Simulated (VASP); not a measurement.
Ge (relaxed from the hcp structure, space group P6_3/mmc): computed properties

Level of theory: r2SCAN meta-GGA, VASP's PBE PAW potentials (set 64) (plane waves; VASP).

```yaml
space_group: P6_3/mmc (194)
cell: a = b = 3.0386 Å, c = 4.6573 Å, α = β = 90.00°, γ = 120.00°
volume_per_atom: 18.62 Å³/atom
band gap (over mesh and band path): none (metal, semimetal or under 0.01 eV)
density: 6.48 g/cm³
```

```cif
data_Ge2
_chemical_formula_sum 'Ge2'
_space_group_name_H-M_alt 'P63/mmc'
_space_group_IT_number 194
_space_group_name_Hall '-P 6c 2c'
_cell_length_a 3.03861
_cell_length_b 3.03861
_cell_length_c 4.65726
_cell_angle_alpha 90.000
_cell_angle_beta 90.000
_cell_angle_gamma 120.000
loop_
_atom_site_label
_atom_site_type_symbol
_atom_site_symmetry_multiplicity
_atom_site_Wyckoff_symbol
_atom_site_fract_x
_atom_site_fract_y
_atom_site_fract_z
_atom_site_occupancy
Ge1 Ge 2 c 0.33333 0.66667 0.25000 1
```

The structure was generated: Ge was put into the hcp type (P6_3/mmc), which need not be its known phase. It was relaxed first. Symmetry was kept, so distortions that lower it aren't found.
